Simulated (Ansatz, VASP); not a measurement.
## TaMoAu in VASP and in Ansatz

```
Ta Mo Au
1.0
     3.59105    0.00000    0.00000
     0.00000    3.59105    0.00000
     0.00000    0.00000    5.28248
Ta Mo Au
1 1 1
Direct
  0.50000 0.50000 0.50000
  0.00000 0.00000 0.50000
  0.00000 0.00000 0.00000
```

Alike in both runs: functional PBE; k mesh 4 × 4 × 4; occupations gaussian, width 0.1 eV; no spin polarisation.

Ansatz relaxed the structure, and its values are those at the end. VASP's run is a single point on that final structure, the one shown.

|  | VASP | Ansatz |
| --- | --- | --- |
| version | VASP 6.6.1 | Ansatz 0.2.0 |
| potentials or method | VASP PAW PBE potentials, release 64 (Ta_pv, Mo_sv, Au) | scalar-relativistic, plane waves, PAW |
| plane-wave cutoff (eV) | 520 | 420 |
| valence electrons in the cell | 36 | 46 |

VASP gave:

```
gap on the k mesh at the Fermi level (eV) : none
pressure (GPa)                            : 0.2
```

Q: Which values does Ansatz return?

A: gap on the k mesh at the Fermi level (eV): none; pressure (GPa): 0.0.

A gap of «none» marks a metal or a gap that the smearing closes. The two sets of potentials don't hold the same shells in valence.

Caveats: the k mesh is coarse (spacing up to 0.44 Å⁻¹), so the values aren't converged. Spin-orbit coupling is left out, which matters for the levels of Au, Ta.
